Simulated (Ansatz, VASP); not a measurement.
Given: the input of a run of VASP 6.6.1 on EuMo.

The input INCAR:

```
PREC = Accurate
ENCUT = 520
EDIFF = 1E-6
ISMEAR = -1
SIGMA = 0.05
LREAL = F
LASPH = T
NELM = 150
ALGO = Normal
ISIF = 2
LWAVE = F
LCHARG = F
ISPIN = 2
MAGMOM = 7 -1
LORBIT = 11
LMAXMIX = 6
METAGGA = R2SCAN
LMIXTAU = T
NBANDS = 26
```

KPOINTS

```
regular mesh
0
Gamma
  6 6 6
```

Contents of POSCAR:

```
EuMo
1.0
    3.5314500000      0.0000000000      0.0000000000
    0.0000000000      3.5314500000      0.0000000000
    0.0000000000      0.0000000000      3.5314500000
Eu Mo
1 1
Direct
    0.5000000000      0.5000000000      0.5000000000
    0.0000000000      0.0000000000      0.0000000000
```

Potentials or basis: VASP PAW PBE potentials, release 64 (Eu, Mo_sv).

The run is started by

```bash
$ cat potpaw_PBE.64/Eu/POTCAR potpaw_PBE.64/Mo_sv/POTCAR > POTCAR
$ mpirun -np 1 vasp_std > vasp.out
```

Question: Translate it to Ansatz 0.2.0. Potentials there: Ansatz PAW.

Answer: As run (the cutoff follows the program's own potentials):

Contents of input.yaml:

```yaml
crystal:
  lattice:
    - [3.53145, 0.0, 0.0]
    - [0.0, 3.53145, 0.0]
    - [0.0, 0.0, 3.53145]
  atoms:
    - { symbol: Eu, position: [0.5, 0.5, 0.5], spin: 8.5 }
    - { symbol: Mo, position: [0.0, 0.0, 0.0], spin: -2.5 }
hamiltonian:
  xc: r2scan
  pseudopotentials: { kind: paw }
magnetization:
  spin_polarized: true
kpoints:
  mp_grid: { grid: [6, 6, 6] }
scf:
  occupations: { method: fermi_dirac, width: 0.05 }
output:
  forces: true
  stress: true
  eigenvalues: true
```

Potentials or basis: Ansatz PAW.

Run with:

```console
$ ansatz run input.yaml --threads 2 --pin off --max-ram 5632MiB --backend cpu --events-out ev --progress --plain --runs-dir out
```

Both were run:

|  | VASP | Ansatz | Ansatz less VASP |
| --- | --- | --- | --- |
| gap on the k mesh at the Fermi level (eV) | none | none | - |
| pressure (GPa) | 6.1 | 6.0 | -0.06 |
| net moment per atom (μB) | 2.05 | 2.05 | +0.001 |
| size of the moment on the site where the two differ most (μB) | 6.26 | 6.49 | +0.233 |

Site moments also hang on the region over which each program counts them. A gap of «none» marks a metal or a gap that the smearing closes.

Caveats: spin-orbit coupling is left out, which moves the levels of the heavy elements; without U or exact exchange the open f shell lies at the Fermi level, which spoils levels, moments and volumes; the PAW data sets were made with another functional, which shifts forces and pressure a little (VASP); the magnetic or orbital state may not be the lowest (Ansatz); the PAW data sets come from PBE, with cores solved anew for the run's functional, which leaves a small shift of forces and pressure (Ansatz). The state reached can hang on the start; a lower one may exist.
